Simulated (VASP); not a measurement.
Sn2C, 6 atoms in the cell. Symmetry: P4_2/nmc, No. 137, tetragonal system. Conventional cell: a = 3.503 Å, b = 3.503 Å, c = 10.290 Å, α = 90.00°, β = 90.00°, γ = 90.00°. Sn (site symmetry 2mm) is surrounded by 2 C at 2.21 Å. C (site symmetry -4m2) has 4 Sn at 2.21 Å as nearest neighbours. The cell was built by a generator and needn't be a form met in nature.

* Program: VASP 6.6.1
* Task: relaxation of cell and atoms
* Functional: PBE
* Potentials or basis: VASP PAW PBE potentials, release 64 (Sn_d, C)
* Cutoff: 520 eV
* k mesh: 8 × 8 × 4
* Occupations: gaussian, width 0.1 eV
* Spin: no spin polarisation
* Further INCAR settings: ALGO = Normal; EDIFF = 1e-06; IBRION = 2; EDIFFG = -0.01; NSW = 90; ISIF = 3

Potentials or basis: VASP PAW PBE potentials, release 64 (Sn_d, C).

The run is started by

```console
$ cat potpaw_PBE.64/Sn_d/POTCAR potpaw_PBE.64/C/POTCAR > POTCAR
$ mpirun -np 4 vasp_std > vasp.out
```

Hardware: 4 MPI ranks on Intel(R) Xeon(R) Platinum 8488C (Sapphire Rapids) (shared host).

Question: Estimate the wall time of this run.

Answer: It took 3.6 min on 4 MPI ranks on Intel(R) Xeon(R) Platinum 8488C (Sapphire Rapids), with other jobs on the host, peak memory 0.35 GiB a rank. Counts: scf iterations 59, k points 45, ion steps 7.
